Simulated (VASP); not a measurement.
An input for Quantum ESPRESSO's pw.x (written as the equivalent of a VASP run, and not itself run):

```
&CONTROL
  calculation = 'vc-relax'
  pseudo_dir = './pseudo'
  outdir = './out'
  tprnfor = .true.
  tstress = .true.
  nstep = 30
  forc_conv_thr = 0.00039
/
&SYSTEM
  ibrav = 0
  nat = 3
  ntyp = 2
  ecutwfc = 74
  occupations = 'smearing'
  smearing = 'methfessel-paxton'
  degauss = 0.00735
  input_dft = 'pbe'
  vdw_corr = 'grimme-d3'
  dftd3_version = 4
  dftd3_threebody = .false.
/
&ELECTRONS
  conv_thr = 7.3e-09
  electron_maxstep = 100
/
&IONS
/
&CELL
  cell_dofree = 'shape'
/
ATOMIC_SPECIES
  Si 28.085 Si.upf
  W 183.840 W.upf
CELL_PARAMETERS angstrom
    -1.5635552    1.5635552    3.8202612
     1.5635552   -1.5635552    3.8202612
     1.5635552    1.5635552   -3.8202612
ATOMIC_POSITIONS crystal
  Si   0.6660173  0.6660173  0.0000000
  Si   0.3339827  0.3339827  1.0000000
  W    0.0000000  0.0000000  0.0000000
K_POINTS automatic
  13 13 13 0 0 0
```

Q: Write the VASP files for the same calculation (PBE-D3(BJ)).

A: Several could match; the one computed here: 
### INCAR
```
! general
SYSTEM =WSi2
PREC   =Accurate
ENCUT  =520
LREAL  =.FALSE.
LASPH  =.TRUE.

! electronic loop
EDIFF  =1E-7
NELM   =100
ALGO   =Normal
LMAXMIX=6

! smearing
ISMEAR =1
SIGMA  =0.1

! functional
GGA    =PE
IVDW   =12

! ions
IBRION =2
NSW    =30
ISIF   =4
EDIFFG =-0.01

! output
LWAVE  =.FALSE.
LCHARG =.FALSE.
```

**KPOINTS**
```
Automatic mesh
0
Gamma
13 13 13
0 0 0
```

POSCAR:
```
WSi2
1.0
 -1.5635552031   1.5635552031   3.8202612419
  1.5635552031  -1.5635552031   3.8202612419
  1.5635552031   1.5635552031  -3.8202612419
Si W
2 1
Cart
 -0.0000000000   0.0000000000   5.0887202049
  1.5635552031   1.5635552031  -1.2684589630
  0.0000000000   0.0000000000   0.0000000000
```

POTCAR, in this order: Si W_sv (PBE.64 set). Program: vasp_std.

What does not carry over: the potentials are each code's own (VASP's PAW set, PseudoDojo norm-conserving files in pw.x), so ENCUT and ecutwfc are chosen apart and not converted; conv_thr bounds pw.x's estimated SCF error, while EDIFF bounds the energy change between steps; forc_conv_thr acts on force components and is met together with etot_conv_thr.

The compound is WSi2 in the MoSi2 type structure. This cell is one point of a volume scan, at 0.94 of the reference volume. Symmetry was kept, so distortions that lower it aren't found.
